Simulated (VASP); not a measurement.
Computed with TPSS meta-GGA, VASP's PBE PAW potentials (set 64) (plane waves; VASP).

Input for VASP

### POSCAR
```
Dy
1
    1.7992458559    -3.1163850367    -0.0000000000
    1.7992458559     3.1163850367     0.0000000000
    0.0000000000    -0.0000000000     5.5428192154
Dy
2
Direct
  0.3333330000   0.6666670000   0.2500000000
  0.6666670000   0.3333330000   0.7500000000
```

INCAR:
```
SYSTEM = Dy
PREC = Accurate
ENCUT = 520
EDIFF = 1E-7
NELM = 100
ALGO = Normal
LREAL = .FALSE.
LASPH = .TRUE.
ISMEAR = -5
METAGGA = TPSS
LMIXTAU = .TRUE.
LMAXMIX = 6
LWAVE = .FALSE.
LCHARG = .FALSE.
LORBIT = 11
NEDOS = 601
ISIF = 2
```

**KPOINTS**
```
Automatic
0
G
  13 13 8
```

**KPOINTS_OPT**
```
k-points along high-symmetry lines
6
Line-mode
Reciprocal
  0.000000   0.000000   0.000000 ! GAMMA
  0.000000   0.500000   0.000000 ! M

  0.000000   0.500000   0.000000 ! M
 -0.333333   0.666667   0.000000 ! K

 -0.333333   0.666667   0.000000 ! K
  0.000000   0.000000   0.000000 ! GAMMA

  0.000000   0.000000   0.000000 ! GAMMA
  0.000000   0.000000   0.500000 ! A

  0.000000   0.000000   0.500000 ! A
  0.000000   0.500000   0.500000 ! L

  0.000000   0.500000   0.500000 ! L
 -0.333333   0.666667   0.500000 ! H

 -0.333333   0.666667   0.500000 ! H
  0.000000   0.000000   0.500000 ! A

  0.000000   0.500000   0.500000 ! L
  0.000000   0.500000   0.000000 ! M

 -0.333333   0.666667   0.500000 ! H
 -0.333333   0.666667   0.000000 ! K
```

POTCAR, in this order: Dy_3 (PBE.64 set). Program: vasp_std.

The 4f electrons are frozen in the core of the lanthanide potential, so 4f levels, which can set the real gap, and their magnetism are missing.

Question: Predict the energy per atom (σ→0), band gap (over mesh and band path).

Answer: 
energy per atom (σ→0): -8.246 eV/atom
band gap (over mesh and band path): none (metal, semimetal or under 0.01 eV)

**OSZICAR**
```
...
DAV:  22    -0.164916457048E+02    0.87526E-06   -0.18397E-08  2650   0.124E-03    0.135E-01
DAV:  23    -0.164916508193E+02   -0.51145E-05   -0.10176E-07  2632   0.430E-03    0.135E-01
DAV:  24    -0.164916454487E+02    0.53706E-05   -0.32624E-06  2790   0.255E-02    0.132E-01
DAV:  25    -0.164916450652E+02    0.38352E-06   -0.22684E-08  1560   0.173E-03    0.132E-01
DAV:  26    -0.164916440865E+02    0.97871E-06   -0.81455E-09  1525   0.141E-03    0.132E-01
DAV:  27    -0.164916441221E+02   -0.35602E-07   -0.16804E-09  1470   0.679E-04
   1 F= -.16491644E+02 E0= -.16491644E+02  d E =0.000000E+00
       N       E                     dE             ncg
```

The compound is Dy in the hcp structure. It was relaxed first.
